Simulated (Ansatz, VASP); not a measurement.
## Two plane-wave programs on BiAu

File INCAR:

```
PREC     = Accurate       # precision mode
ENCUT    = 520            # plane-wave cutoff, eV
EDIFF    = 1E-6           # SCF threshold, eV
ISMEAR   = 0              # smearing method
SIGMA    = 0.05           # smearing width, eV
LREAL    = False          # projectors in reciprocal space
LASPH    = True           # aspherical terms in the spheres
NELM     = 100            # most SCF steps
ALGO     = Normal         # electronic algorithm
ISIF     = 2              # what is computed and relaxed
LWAVE    = False          # write WAVECAR
LCHARG   = False          # write CHGCAR
NBANDS   = 20             # bands
```

The input KPOINTS:

```
regular mesh
0
Gamma
  10 10 10
```

File POSCAR:

```
BiAu
1.0
    0.0000000000      2.9697432856      2.9697432856
    2.9697432856      0.0000000000      2.9697432856
    2.9697432856      2.9697432856      0.0000000000
Au Bi
1 1
Direct
    0.5000000000      0.5000000000      0.5000000000
    0.0000000000      0.0000000000      0.0000000000
```

Input for Ansatz:

```yaml
crystal:
  lattice:
    - [0.0, 2.9697432856, 2.9697432856]
    - [2.9697432856, 0.0, 2.9697432856]
    - [2.9697432856, 2.9697432856, 0.0]
  atoms:
    - { symbol: Au, position: [0.5, 0.5, 0.5] }
    - { symbol: Bi, position: [0.0, 0.0, 0.0] }
basis:
  ecutwfc: 420
  ecutrho_ratio: 4
kpoints:
  mp_grid: { grid: [10, 10, 10] }
hamiltonian:
  xc: lda
scf:
  occupations: { method: gaussian, width: 0.05 }
output:
  forces: true
  stress: true
  eigenvalues: true
  populations: true
```

Alike in both runs: task single point; functional LDA; k mesh 10 × 10 × 10; occupations gaussian, width 0.05 eV; no spin polarisation.

|  | VASP | Ansatz |
| --- | --- | --- |
| version | VASP 6.6.1 | Ansatz 0.2.0 |
| potentials or method | VASP PAW LDA potentials, release 64 (Au, Bi_d) | scalar-relativistic, plane waves, PAW |
| plane-wave cutoff (eV) | 520 | 420 |
| valence electrons in the cell | 26 | 34 |

|  | VASP | Ansatz | Ansatz less VASP |
| --- | --- | --- | --- |
| gap on the k mesh at the Fermi level (eV) | none | none | - |
| pressure (GPa) | -6.0 | -6.2 | -0.16 |

A gap of «none» marks a metal or a gap that the smearing closes. The two sets of potentials don't hold the same shells in valence.

Caveats: spin-orbit coupling is left out, which moves the levels of the heavy elements.
